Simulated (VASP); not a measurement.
Output of a VASP run:

OUTCAR:
```
 ion  position               nearest neighbor table
   1  0.000  0.000  0.000-
   2  0.500  0.500  0.500-   3 2.02   4 2.02   5 2.02   5 2.02   3 2.02   4 2.02
   3  0.500  0.000  0.500-   2 2.02   2 2.02
   4  0.000  0.500  0.500-   2 2.02   2 2.02
   5  0.500  0.500  0.000-   2 2.02   2 2.02
  LATTYP: Found a simple cubic cell.
 ALAT       =     4.0500000000
 Subroutine PRICEL returns:
 Original cell was already a primitive cell.
 Subroutine GETGRP returns: Found 48 space group operations
The static configuration has the point symmetry O_h .
The dynamic configuration has the point symmetry O_h .
 Subroutine INISYM returns: Found 48 space group operations
 Subroutine IBZKPT returns following result:
 Found     10 irreducible k-points:

 Following reciprocal coordinates:
            Coordinates               Weight
  0.000000  0.000000  0.000000      1.000000
  0.200000  0.000000  0.000000      6.000000
  0.400000  0.000000  0.000000      6.000000
  0.200000  0.200000  0.000000     12.000000
  0.400000  0.200000  0.000000     24.000000
  0.400000  0.400000  0.000000     12.000000
  0.200000  0.200000  0.200000      8.000000
  0.400000  0.200000  0.200000     24.000000
  0.400000  0.400000  0.200000     24.000000
  0.400000  0.400000  0.400000      8.000000
   k-points           NKPTS =     10   k-points in BZ     NKDIM =     10   number of bands    NBANDS=     25
   number of dos      NEDOS =    301   number of ions     NIONS =      5
   total plane-waves  NPLWV =  27000
   dimension x,y,z NGX =    30 NGY =   30 NGZ =   30
   dimension x,y,z NGXF=    60 NGYF=   60 NGZF=   60
   ions per type =               1   1   3
   PREC   = accura    normal or accurate (medium, high low for compatibility)
   ISTART =      0    job   : 0-new  1-cont  2-samecut
   ICHARG =      2    charge: 1-file 2-atom 10-const
   ISPIN  =      1    spin polarized calculation?
   LNONCOLLINEAR =      F non collinear calculations
   LSORBIT =      F    spin-orbit coupling
   INIWAV =      1    electr: 0-lowe 1-rand  2-diag
   ENCUT  =  520.0 eV  38.22 Ry    6.18 a.u.   7.53  7.53  7.53*2*pi/ulx,y,z
   NELM   =    100;   NELMIN=  2; NELMDL= -5     # of ELM steps
   EDIFF  = 0.1E-05   stopping-criterion for ELM
   LREAL  =      F    real-space projection
   NLSPLINE    = F    spline interpolate recip. space projectors
   LMAXMIX     =    4 max onsite mixed and CHGCAR
   VOSKOWN=      0    Vosko Wilk Nusair interpolation
   EDIFFG = -.2E-01   stopping-criterion for IOM
   NSW    =     60    number of steps for IOM
   NBLOCK =      1;   KBLOCK =     60    inner block; outer block
   IBRION =      2    ionic relax: 0-MD 1-quasi-New 2-CG
   NFREE  =      1    steps in history (QN), initial steepest desc. (CG)
   ISIF   =      3    stress and relaxation
   ISYM   =      2    0-nonsym 1-usesym 2-fastsym
   TEIN   =    0.0    initial temperature
   TEBEG  =    0.0;   TEEND  =   0.0 temperature during run
   SMASS  =  -3.00    Nose mass-parameter (am)
   PSTRESS=    0.0 pullay stress
   NELECT =      42.0000    total number of electrons
   EFERMI =   0.00;   METHOD = LEGACY
   ISMEAR =     0;   SIGMA  =   0.05  broadening in eV -4-tet -1-fermi 0-gaus
   IALGO  =     38    algorithm
   LDIAG  =      T    sub-space diagonalisation (order eigenvalues)
   IMIX   =      4    mixing-type and parameters
     AMIX     =   0.40;   BMIX     =  1.00
     AMIX_MAG =   1.60;   BMIX_MAG =  1.00
     AMIN     =   0.10
   METAGGA = TPSS    functional components
   VOSKOWN =     0    Vosko Wilk Nusair interpolation
   LHFCALC =     F    Hartree Fock is set to
   LHFONE  =     F    Hartree Fock one center treatment
   AEXX    =    0.0000 exact exchange contribution
   IVDW    =     0    specifies the selected vdW correction
   LEPSILON=     F    determine dielectric tensor
   LRPA    =     F    only Hartree local field effects (RPA)
  energy-cutoff  :      520.00
  volume of cell :       66.43
      direct lattice vectors                 reciprocal lattice vectors
...
```

File OSZICAR:
```
       N       E                     dE             d eps       ncg     rms          rms(c)
DAV:   1     0.503823666305E+03    0.50382E+03   -0.23933E+04   500   0.224E+03
DAV:   2     0.281239727057E+02   -0.47570E+03   -0.46341E+03   660   0.581E+02
DAV:   3    -0.183062708678E+02   -0.46430E+02   -0.46201E+02   590   0.188E+02
DAV:   4    -0.201436423487E+02   -0.18374E+01   -0.18337E+01   864   0.428E+01
DAV:   5    -0.201727538248E+02   -0.29111E-01   -0.29070E-01   648   0.363E+00    0.966E+01
DAV:   6    -0.427110478987E+02   -0.22538E+02   -0.25994E+02   502   0.205E+02    0.372E+01
DAV:   7    -0.427490953288E+02   -0.38047E-01   -0.35119E+00   736   0.305E+01    0.248E+01
DAV:   8    -0.427158308771E+02    0.33264E-01   -0.42603E+00   646   0.190E+01    0.133E+01
DAV:   9    -0.425535437812E+02    0.16229E+00   -0.19341E+00   722   0.196E+01    0.118E+01
DAV:  10    -0.425759407296E+02   -0.22397E-01   -0.54825E-01   630   0.135E+01    0.214E+00
DAV:  11    -0.426503306609E+02   -0.74390E-01   -0.35115E-01   604   0.683E+00    0.320E-01
DAV:  12    -0.426594486072E+02   -0.91179E-02   -0.21047E-02   696   0.157E+00    0.177E-01
DAV:  13    -0.426564552211E+02    0.29934E-02   -0.75622E-03   708   0.972E-01    0.156E-01
DAV:  14    -0.426617578854E+02   -0.53027E-02   -0.18023E-03   532   0.566E-01    0.432E-02
DAV:  15    -0.426619211728E+02   -0.16329E-03   -0.27370E-04   594   0.255E-01    0.406E-02
DAV:  16    -0.426620244013E+02   -0.10323E-03   -0.13634E-04   750   0.146E-01    0.107E-02
DAV:  17    -0.426620353351E+02   -0.10934E-04   -0.27766E-05   606   0.539E-02    0.550E-03
DAV:  18    -0.426620465545E+02   -0.11219E-04   -0.10600E-05   512   0.394E-02    0.309E-03
DAV:  19    -0.426620492091E+02   -0.26546E-05   -0.13244E-06   535   0.188E-02    0.138E-03
DAV:  20    -0.426620485973E+02    0.61175E-06   -0.27341E-07   332   0.523E-03
   1 F= -.42662049E+02 E0= -.42662049E+02  d E =-.426620E+02
       N       E                     dE             d eps       ncg     rms          rms(c)
DAV:   1    -0.431119243222E+02   -0.44988E+00   -0.89659E+00   564   0.409E+01    0.524E+00
DAV:   2    -0.426945981646E+02    0.41733E+00   -0.16945E+00   539   0.128E+01    0.146E+00
DAV:   3    -0.426837986900E+02    0.10799E-01   -0.62040E-02   618   0.671E+00    0.953E-01
DAV:   4    -0.426713713156E+02    0.12427E-01   -0.25113E-02   802   0.280E+00    0.539E-01
DAV:   5    -0.426581255202E+02    0.13246E-01   -0.25184E-02   660   0.232E+00    0.270E-01
DAV:   6    -0.426743546585E+02   -0.16229E-01   -0.22653E-02   675   0.235E+00    0.141E-01
DAV:   7    -0.426790460645E+02   -0.46914E-02   -0.58784E-03   529   0.727E-01    0.375E-02
DAV:   8    -0.426791387590E+02   -0.92694E-04   -0.33855E-04   614   0.148E-01    0.102E-02
DAV:   9    -0.426791640182E+02   -0.25259E-04   -0.16872E-05   527   0.451E-02    0.109E-02
DAV:  10    -0.426791612203E+02    0.27979E-05   -0.13325E-05   619   0.352E-02    0.254E-03
DAV:  11    -0.426791589107E+02    0.23097E-05   -0.29545E-06   464   0.203E-02    0.365E-03
DAV:  12    -0.426791628957E+02   -0.39851E-05   -0.91737E-07   270   0.181E-02    0.223E-03
DAV:  13    -0.426791634431E+02   -0.54738E-06   -0.11711E-06   297   0.129E-02
   2 F= -.42679163E+02 E0= -.42679163E+02  d E =-.171148E-01
```

**OUTCAR**
```
------------------------ aborting loop because EDIFF is reached ----------------------------------------
  FORCE on cell =-STRESS in cart. coord.  units (eV):
  Direction    XX          YY          ZZ          XY          YZ          ZX
  --------------------------------------------------------------------------------------
  Total       -0.0664461     -0.0664461     -0.0664461     -0.0000000     -0.0000000     -0.0000000
  in kB       -1.5512161     -1.5512161     -1.5512161     -0.0000000     -0.0000000     -0.0000000
  external PRESSURE =      -1.5512161 kB  Pullay stress =       0.0000000 kB
  volume of cell :       68.63
      direct lattice vectors                 reciprocal lattice vectors
     4.094201939 -0.000000000  0.000000000     0.244247845  0.000000000  0.000000000
    -0.000000000  4.094201939  0.000000000     0.000000000  0.244247845  0.000000000
    -0.000000000 -0.000000000  4.094201939    -0.000000000 -0.000000000  0.244247845
 POSITION                                       TOTAL-FORCE (eV/Angst)
 -----------------------------------------------------------------------------------
      0.00000      0.00000      0.00000         0.000000      0.000000      0.000000
      2.04710      2.04710      2.04710        -0.000000     -0.000000      0.000000
      2.04710     -0.00000      2.04710         0.000000     -0.000000      0.000000
     -0.00000      2.04710      2.04710        -0.000000     -0.000000      0.000000
      2.04710      2.04710      0.00000         0.000000      0.000000      0.000000
 -----------------------------------------------------------------------------------
    total drift:                                0.000000      0.000000     -0.000000
  FREE ENERGIE OF THE ION-ELECTRON SYSTEM (eV)
  ---------------------------------------------------
  free  energy   TOTEN  =       -42.6791634431 eV

  energy  without entropy=      -42.6791634431  energy(sigma->0) =      -42.67916344

 reached required accuracy - stopping structural energy minimisation
```
(Selected blocks of OUTCAR.)

File POSCAR:
```
KZnF3
1
    4.0500000000     0.0000000000     0.0000000000
    0.0000000000     4.0500000000     0.0000000000
    0.0000000000     0.0000000000     4.0500000000
K Zn F
1 1 3
Direct
  0.0000000000   0.0000000000   0.0000000000
  0.5000000000   0.5000000000   0.5000000000
  0.5000000000   0.0000000000   0.5000000000
  0.0000000000   0.5000000000   0.5000000000
  0.5000000000   0.5000000000   0.0000000000
```

### Question
Reconstruct the remaining input files.

### Answer
This is not unique; one that fits is the input of the run itself, TPSS meta-GGA, plane waves, VASP's PBE PAW potentials (set 64).

File KPOINTS:
```
K-points
0
Gamma
5 5 5
```

### INCAR
```
SYSTEM = KZnF3
PREC = Accurate
ENCUT = 520
EDIFF = 1E-6
NELM = 100
ALGO = Normal
LREAL = .FALSE.
LASPH = .TRUE.
ISMEAR = 0
SIGMA = 0.05
METAGGA = TPSS
LMIXTAU = .TRUE.
LMAXMIX = 4
LWAVE = .FALSE.
LCHARG = .FALSE.
IBRION = 2
ISIF = 3
NSW = 60
EDIFFG = -0.02
```

POTCAR, in this order: K_sv Zn F (PBE.64 set). Program: vasp_std.

Energy and stress use the plane-wave basis of the starting cell.

The compound is KZnF3 in the cubic perovskite structure. This run relaxes it. Symmetry was kept, so distortions that lower it aren't found. The start is the result of an earlier pass.
